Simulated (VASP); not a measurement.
An input for Ansatz (written as the equivalent of a VASP run, and not itself run):

Ansatz 0.2 input:
```yaml
crystal:
  lattice:
    - [-1.7562510, 1.7562510, 5.9852990]
    - [1.7562510, -1.7562510, 5.9852990]
    - [1.7562510, 1.7562510, -5.9852990]
  atoms:
    - { symbol: Ta, position: [0.4999700, 0.9999700, 0.5000000] }
    - { symbol: Ta, position: [0.7499700, 0.7499700, 0.0000000] }
    - { symbol: As, position: [0.0826300, 0.5826300, 0.5000000] }
    - { symbol: As, position: [0.3326300, 0.3326300, 0.0000000] }
kpoints:
  mp_grid: { grid: [15, 15, 15], shift: [0.5, 0.5, 0.5] }
hamiltonian:
  xc: lda
  pseudopotentials: { kind: paw }
scf:
  occupations: { method: fermi_dirac, width: 0.136 }
  max_iter: 100
output: { forces: true, stress: true, eigenvalues: true }
```

Problem. Translate this input to VASP (INCAR, KPOINTS, POSCAR, choice of POTCAR).

Solution. One answer among several that fit: 
File POSCAR:
```
TaAs
1
   -1.7562510000     1.7562510000     5.9852990000
    1.7562510000    -1.7562510000     5.9852990000
    1.7562510000     1.7562510000    -5.9852990000
Ta As
2 2
Direct
  0.4999700000   0.9999700000   0.5000000000
  0.7499700000   0.7499700000   0.0000000000
  0.0826300000   0.5826300000   0.5000000000
  0.3326300000   0.3326300000   0.0000000000
```

### INCAR
```
SYSTEM = TaAs
NELM = 100   ! most electronic steps
ISMEAR = -1
ALGO = Normal
LASPH = .TRUE.
ENCUT = 420   ! plane-wave cut-off (eV)
SIGMA = 0.136
LMAXMIX = 6
LCHARG = .FALSE.
EDIFF = 1E-09   ! SCF stop (eV)
PREC = Accurate
LREAL = .FALSE.
ISIF = 2   ! forces and stress, cell fixed
LWAVE = .FALSE.
```

KPOINTS:
```
Automatic mesh
0
Gamma
15 15 15
0.5 0.5 0.5
```

POTCAR, in this order: Ta_pv As (LDA.64 set). Program: vasp_std.

Limits of the translation: each code has its own PAW files, so the cut-off isn't converted (ENCUT is set for VASP's; basis.ecutwfc is left out, and Ansatz then takes the one that its files recommend); Ansatz stops its SCF on the density residual and VASP on the energy change (EDIFF); Ansatz's lda is the Perdew-Wang form, while the LDA potentials of VASP carry Perdew-Zunger's.

The structure comes from a computed database's TaAs entry; how it stands against other phases isn't given here. The cell was not relaxed at this level. The run is one of a series of settings (EDIFF = 1E-09, ENCUT = 420, KPOINTS 15×15×15 Γ-centred mesh shifted by (0.5, 0.5, 0.5) against the base run), some of them coarse on purpose.
